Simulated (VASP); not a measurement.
# ZrAs3 (Fm-3m) in VASP: notebook

Runs on ZrAs3. Level: PBE. Tasks: single point, relaxation of cell and atoms.

All numbers are computed with VASP 6.6.1; they aren't measurements. Logs are shortened: lines on timing, memory, paths and dates and some standing lists are left out, and cuts for length are marked.

**1. The cell of the first run**

The structure is cubic, space group Fm-3m (No. 225). Conventional cell: a = 6.776 Å, b = 6.776 Å, c = 6.776 Å, α = 90.00°, β = 90.00°, γ = 90.00°. Zr (site symmetry m-3m) has 8 As at 2.93 Å as nearest neighbours. Around As (site symmetry -43m) lie 4 Zr at 2.93 Å and 4 As at 2.93 Å. As (site symmetry m-3m) is surrounded by 8 As at 2.93 Å.

The cell was built by a generator and needn't be a form met in nature.

**2. Single point, PBE (random cell by space group and Wyckoff sites (Fm-3m, No. 225))**

File INCAR:

```
SYSTEM = ZrAs3
PREC = Accurate
ENCUT = 520
EDIFF = 1E-7
ISMEAR = 0
SIGMA = 0.1
LREAL = .False.
LASPH = .True.
NELM = 100
ALGO = Normal
ISIF = 2
LWAVE = .False.
LCHARG = .False.
GGA = PE
NBANDS = 22
```

File KPOINTS:

```
regular mesh
0
Gamma
  12 12 12
  0 0 0
```

File POSCAR:

```
ZrAs3
1.0
    0.0000000000      3.3879619670      3.3879619670
    3.3879619670      0.0000000000      3.3879619670
    3.3879619670      3.3879619670      0.0000000000
Zr As
1 3
Direct
    0.5000000000      0.5000000000      0.5000000000
    0.2500000000      0.2500000000      0.2500000000
    0.7500000000      0.7500000000      0.7500000000
    0.0000000000      0.0000000000      0.0000000000
```

Potentials or basis: VASP PAW PBE potentials, release 64 (Zr_sv, As).

Command:

```sh
$ cat potpaw_PBE.64/Zr_sv/POTCAR potpaw_PBE.64/As/POTCAR > POTCAR
$ mpirun -np 1 vasp_std > vasp.out
```

OUTCAR:

```text
SYSTEM = ZrAs3
   PREC = Accurate
   ENCUT = 520
   EDIFF = 1E-7
   ISMEAR = 0
   LREAL = .False.
   LASPH = .True.
   NELM = 100
   ISIF = 2
   GGA = PE

 ion  position               nearest neighbor table
   1  0.500  0.500  0.500-   2 2.93   3 2.93   2 2.93   2 2.93   2 2.93   3 2.93   3 2.93   3 2.93
                             4 3.39   4 3.39   4 3.39   4 3.39   4 3.39   4 3.39
   2  0.250  0.250  0.250-   1 2.93   1 2.93   1 2.93   1 2.93
   3  0.750  0.750  0.750-   1 2.93   1 2.93   1 2.93   1 2.93
   4  0.000  0.000  0.000-   1 3.39   1 3.39   1 3.39   1 3.39   1 3.39   1 3.39

  LATTYP: Found a face centered cubic cell.
 ALAT       =     6.7759239340

  Lattice vectors:

 A1 = (   0.0000000000,   3.3879619670,   3.3879619670)
 A2 = (   3.3879619670,   0.0000000000,   3.3879619670)
 A3 = (   3.3879619670,   3.3879619670,   0.0000000000)

Analysis of symmetry for initial positions (statically):
=====================================================================
 Subroutine PRICEL returns:
 Original cell was already a primitive cell.

 Routine SETGRP: Setting up the symmetry group for a
 face centered cubic supercell.

 Subroutine GETGRP returns: Found 48 space group operations
 (whereof 48 operations were pure point group operations)
 out of a pool of 48 trial point group operations.

The static configuration has the point symmetry O_h .

Analysis of symmetry for dynamics (positions and initial velocities):
=====================================================================
 Subroutine PRICEL returns:
 Original cell was already a primitive cell.

 Routine SETGRP: Setting up the symmetry group for a
 face centered cubic supercell.

 Subroutine GETGRP returns: Found 48 space group operations
 (whereof 48 operations were pure point group operations)
 out of a pool of 48 trial point group operations.

The dynamic configuration has the point symmetry O_h .

 Subroutine INISYM returns: Found 48 space group operations
 (whereof 48 operations are pure point group operations),
 and found     1 'primitive' translations

----------------------------------------------------------------------------------------

                                     Primitive cell

  volume of cell :      77.7760

  direct lattice vectors                    reciprocal lattice vectors
     0.000000000  3.387961967  3.387961967    -0.147581350  0.147581350  0.147581350
     3.387961967  0.000000000  3.387961967     0.147581350 -0.147581350  0.147581350
     3.387961967  3.387961967  0.000000000     0.147581350  0.147581350 -0.147581350

  length of vectors
     4.791301763  4.791301763  4.791301763     0.255618396  0.255618396  0.255618396

  position of ions in fractional coordinates (direct lattice)
     0.500000000  0.500000000  0.500000000
     0.250000000  0.250000000  0.250000000
     0.750000000  0.750000000  0.750000000
     0.000000000  0.000000000  0.000000000

  ion indices of the primitive-cell ions
   primitive index   ion index
                 1           1
                 2           2
                 3           3
                 4           4

----------------------------------------------------------------------------------------

 KPOINTS: regular mesh

Automatic generation of k-mesh.
 Grid dimensions read from file:
 generate k-points for:   12   12   12

 Generating k-lattice:

  Cartesian coordinates                     Fractional coordinates (reciprocal lattice)
    -0.012298446  0.012298446  0.012298446     0.083333333  0.000000000  0.000000000
     0.012298446 -0.012298446  0.012298446     0.000000000  0.083333333  0.000000000
     0.012298446  0.012298446 -0.012298446     0.000000000  0.000000000  0.083333333

  Length of vectors
     0.021301533  0.021301533  0.021301533

  Shift w.r.t. Gamma in fractional coordinates (k-lattice)
     0.000000000  0.000000000  0.000000000

 Subroutine IBZKPT returns following result:
 ===========================================

 Found     72 irreducible k-points:

 Following reciprocal coordinates:
            Coordinates               Weight
  0.000000  0.000000  0.000000      1.000000
  0.083333  0.000000  0.000000      8.000000
  0.166667  0.000000  0.000000      8.000000
  0.250000  0.000000  0.000000      8.000000
  0.333333  0.000000  0.000000      8.000000
  0.416667  0.000000  0.000000      8.000000
[... 16 lines left out ...]
  0.500000  0.166667  0.000000     24.000000
 -0.416667  0.166667  0.000000     24.000000
 [... further k-points ...]
   k-points           NKPTS =     72   k-points in BZ     NKDIM =     72   number of bands    NBANDS=     22
   number of dos      NEDOS =    301   number of ions     NIONS =      4
   total plane-waves  NPLWV =  46656
   dimension x,y,z NGX =    36 NGY =   36 NGZ =   36
   dimension x,y,z NGXF=    72 NGYF=   72 NGZF=   72
   ions per type =               1   3
   NGX,Y,Z   is equivalent  to a cutoff of  12.49, 12.49, 12.49 a.u.
   NGXF,Y,Z  is equivalent  to a cutoff of  24.98, 24.98, 24.98 a.u.
 SYSTEM =  ZrAs3
   PREC   = accura    normal or accurate (medium, high low for compatibility)
   ISTART =      0    job   : 0-new  1-cont  2-samecut
   ICHARG =      2    charge: 1-file 2-atom 10-const
   ISPIN  =      1    spin polarized calculation?
   LNONCOLLINEAR =      F non collinear calculations
   LSORBIT =      F    spin-orbit coupling
   LASPH  =      T    aspherical Exc in radial PAW
   ENCUT  =  520.0 eV  38.22 Ry    6.18 a.u.   8.91  8.91  8.91*2*pi/ulx,y,z
   NELM   =    100;   NELMIN=  2; NELMDL= -5     # of ELM steps
   EDIFF  = 0.1E-06   stopping-criterion for ELM
   LREAL  =      F    real-space projection
   EDIFFG = 0.1E-05   stopping-criterion for IOM
   NSW    =      0    number of steps for IOM
   IBRION =     -1    ionic relax: 0-MD 1-quasi-New 2-CG
   NFREE  =      0    steps in history (QN), initial steepest desc. (CG)
   ISIF   =      2    stress and relaxation
   ISYM   =      2    0-nonsym 1-usesym 2-fastsym
   POTIM  = 0.5000    time-step for ionic-motion
   TEBEG  =    0.0;   TEEND  =   0.0 temperature during run
   PSTRESS=    0.0 pullay stress
   NELECT =      27.0000    total number of electrons
   NUPDOWN=      -1.0000    fix difference up-down
   EMIN   =  10.00;   EMAX   =-10.00  energy-range for DOS
   EFERMI =   0.00;   METHOD = LEGACY
   ISMEAR =     0;   SIGMA  =   0.10  broadening in eV -4-tet -1-fermi 0-gaus
   EFERMI_NEDOS =   21; number of points for ismear=-14 and -15
   IALGO  =     38    algorithm
   IMIX   =      4    mixing-type and parameters
     AMIX     =   0.40;   BMIX     =  1.00
     AMIX_MAG =   1.60;   BMIX_MAG =  1.00
  volume/ion in A,a.u.               =      19.44       131.21
  Fermi-wavevector in a.u.,A,eV,Ry     =   1.150573  2.174268 18.011645  1.323819
  Thomas-Fermi vector in A             =   2.287236
   LORBIT       =      0    0 simple, 1 ext, 2 COOP (PROOUT), +10 PAW based schemes
   GGA     = PE    functional components
   LHFCALC =     F    Hartree Fock is set to
   AEXX    =    0.0000 exact exchange contribution
   IVDW    =     0    specifies the selected vdW correction
   LEPSILON=     F    determine dielectric tensor
   LRPA    =     F    only Hartree local field effects (RPA)
 non-spin polarized calculation
 Gauss-broadening in eV      SIGMA  =   0.10
  energy-cutoff  :      520.00
  volume of cell :       77.78
 maximum number of plane-waves:      2121
   NGX = 17   NGY = 17   NGZ = 17

 number of electron      27.0000001 magnetization

 Free energy of the ion-electron system (eV)
  ---------------------------------------------------
  ext. energy  EPLUGINS =         0.00000000
  ---------------------------------------------------
  free energy    TOTEN  =       -22.62467603 eV

  energy without entropy =      -22.60052036  energy(sigma->0) =      -22.61259820

 E-fermi :   7.5910     XC(G=0): -10.9848

 val. band max:        7.5859085330   @ k =  -0.2500   0.2500   0.0000
 cond. band min:       7.5930360305   @ k =   0.3333   0.2500   0.0000
 fundamental gap:      0.0071274975
 Fermi energy:         7.5909980814

 k-point     1 :       0.0000    0.0000    0.0000
  band No.  band energies     occupation
      1     -41.7540      2.00000
      2     -19.7807      2.00000
      3     -19.7807      2.00000
      4     -19.7807      2.00000
      5      -6.4850      2.00000
      6      -1.3750      2.00000
[... 14 lines left out ...]
     21      12.0642      0.00000
     22      13.6637      0.00000

 k-point     2 :       0.0833    0.0000    0.0000
  band No.  band energies     occupation
      1     -41.7540      2.00000
      2     -19.7826      2.00000
      3     -19.7810      2.00000
      4     -19.7810      2.00000
      5      -6.4218      2.00000
      6      -1.4863      2.00000
[... 14 lines left out ...]
     21      12.2738      0.00000
     22      14.0419      0.00000

 k-point     3 :       0.1667    0.0000    0.0000
  band No.  band energies     occupation
      1     -41.7538      2.00000
      2     -19.7878      2.00000
      3     -19.7816      2.00000
      4     -19.7816      2.00000
      5      -6.2351      2.00000
      6      -1.7998      2.00000
[... 14 lines left out ...]
     21      12.3983      0.00000
     22      15.0169      0.00000

 k-point     4 :       0.2500    0.0000    0.0000
  band No.  band energies     occupation
      1     -41.7536      2.00000
      2     -19.7949      2.00000
      3     -19.7825      2.00000
      4     -19.7825      2.00000
      5      -5.9345      2.00000
      6      -2.2917      2.00000
[... 14 lines left out ...]
     21      12.3947      0.00000
     22      14.8859      0.00000

 k-point     5 :       0.3333    0.0000    0.0000
  band No.  band energies     occupation
      1     -41.7534      2.00000
      2     -19.8020      2.00000
      3     -19.7833      2.00000
      4     -19.7833      2.00000
      5      -5.5394      2.00000
      6      -2.8994      2.00000
[... 14 lines left out ...]
     21      12.6435      0.00000
     22      14.3615      0.00000

 k-point     6 :       0.4167    0.0000    0.0000
  band No.  band energies     occupation
      1     -41.7533      2.00000
      2     -19.8071      2.00000
      3     -19.7840      2.00000
      4     -19.7840      2.00000
      5      -5.0971      2.00000
      6      -3.4991      2.00000
[... 14 lines left out ...]
     21      12.9714      0.00000
     22      14.2526      0.00000

 k-point     7 :       0.5000    0.0000    0.0000
  band No.  band energies     occupation
      1     -41.7532      2.00000
      2     -19.8090      2.00000
      3     -19.7842      2.00000
      4     -19.7842      2.00000
      5      -4.8237      2.00000
      6      -3.8291      2.00000
[... 324 lines left out ...]
      6      -2.0992      2.00000
[... 14 lines left out ...]
     21      13.1236      0.00000
     22      14.7172      0.00000

 k-point    21 :       0.3333    0.1667    0.0000
  band No.  band energies     occupation
      1     -41.7534      2.00000
      2     -19.7981      2.00000
      3     -19.7853      2.00000
      4     -19.7850      2.00000
      5      -5.6043      2.00000
      6      -2.5018      2.00000
[... 14 lines left out ...]
     21      13.3107      0.00000
     22      14.2740      0.00000

 k-point    22 :       0.4167    0.1667    0.0000
  band No.  band energies     occupation
      1     -41.7533      2.00000
      2     -19.8031      2.00000
      3     -19.7870      2.00000
      4     -19.7856      2.00000
      5      -5.1966      2.00000
      6      -3.0358      2.00000
[... 14 lines left out ...]
     21      13.2428      0.00000
     22      13.9268      0.00000

 k-point    23 :       0.5000    0.1667    0.0000
  band No.  band energies     occupation
      1     -41.7532      2.00000
      2     -19.8061      2.00000
      3     -19.7885      2.00000
      4     -19.7856      2.00000
      5      -4.7822      2.00000
      6      -3.5451      2.00000
[... 14 lines left out ...]
     21      12.7626      0.00000
     22      13.7762      0.00000

 k-point    24 :      -0.4167    0.1667    0.0000
  band No.  band energies     occupation
      1     -41.7532      2.00000
      2     -19.8063      2.00000
      3     -19.7894      2.00000
      4     -19.7851      2.00000
      5      -4.6910      2.00000
      6      -3.6471      2.00000
[... 14 lines left out ...]
     21      12.1763      0.00000
     22      13.4503      0.00000

 [... further k-points ...]

------------------------ aborting loop because EDIFF is reached ----------------------------------------

  FORCE on cell =-STRESS in cart. coord.  units (eV):
  Direction    XX          YY          ZZ          XY          YZ          ZX
  --------------------------------------------------------------------------------------
  -------------------------------------------------------------------------------------
  Total        0.0620792      0.0620792      0.0620792      0.0000000      0.0000000     -0.0000000
  in kB        1.2788252      1.2788252      1.2788252      0.0000000      0.0000000     -0.0000000
  external PRESSURE =       1.2788252 kB  Pullay stress =       0.0000000 kB

 VOLUME and BASIS-vectors are now :
 -----------------------------------------------------------------------------
  energy-cutoff  :      520.00
  volume of cell :       77.78
      direct lattice vectors                 reciprocal lattice vectors
     0.000000000  3.387961967  3.387961967    -0.147581350  0.147581350  0.147581350
     3.387961967  0.000000000  3.387961967     0.147581350 -0.147581350  0.147581350
     3.387961967  3.387961967  0.000000000     0.147581350  0.147581350 -0.147581350

 POSITION                                       TOTAL-FORCE (eV/Angst)
 -----------------------------------------------------------------------------------
      3.38796      3.38796      3.38796         0.000000      0.000000      0.000000
      1.69398      1.69398      1.69398         0.000000      0.000000      0.000000
      5.08194      5.08194      5.08194        -0.000000     -0.000000     -0.000000
      0.00000      0.00000      0.00000         0.000000      0.000000      0.000000
 -----------------------------------------------------------------------------------
    total drift:                                0.000000      0.000000      0.000000

  FREE ENERGIE OF THE ION-ELECTRON SYSTEM (eV)
  ---------------------------------------------------
  free  energy   TOTEN  =       -22.6246760284 eV

  energy  without entropy=      -22.6005203630  energy(sigma->0) =      -22.61259820
```

Run time: 45 s. Hardware: 1 thread of Intel Xeon 6975P-C (Granite Rapids), shared host; peak memory 0.27 GiB.

Results:

```yaml
Free_energy: -22.6247 eV
Pressure: 0.1 GPa
Band_gap_on_the_k_mesh: none (metal or under the smearing width)
```

Levels at points of the mesh, in eV from the Fermi level:
| k point | band 11 | band 12 | band 13 | band 14 | band 15 | band 16 | band 17 | band 18 |
| --- | --- | --- | --- | --- | --- | --- | --- | --- |
| (0.00, 0.00, 0.00) | -2.84 | -2.84 | -2.84 | -0.14 | -0.14 | 1.23 | 1.23 | 1.23 |
| (0.50, 0.00, 0.00) | -2.12 | -2.12 | -0.54 | -0.54 | 0.21 | 1.91 | 2.86 | 2.86 |
| (0.50, 0.50, 0.00) | -0.89 | -0.89 | 0.27 | 0.79 | 1.12 | 1.84 | 2.43 | 2.54 |

(Part 1 of 2 ends here.)
